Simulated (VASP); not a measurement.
All values below come from PBEsol GGA, VASP's PBE PAW potentials (set 64) (plane waves; VASP 6.6.1).

Gaps are without spin-orbit coupling.

volume per atom: 35.05 Å³/atom
band gap (over mesh and band path): 4.89 eV
smallest direct gap (over mesh and band path): 4.89 eV

Question: Which relaxed crystal gives these values?
(A) Cd4Te3Se, Pmm2 (25)
(B) RbCl, Fm-3m (225)
(C) VBiO4, I4_1/amd (141)
(D) SiC, P6_3mc (186)

Answer: B, RbCl, Fm-3m (225)
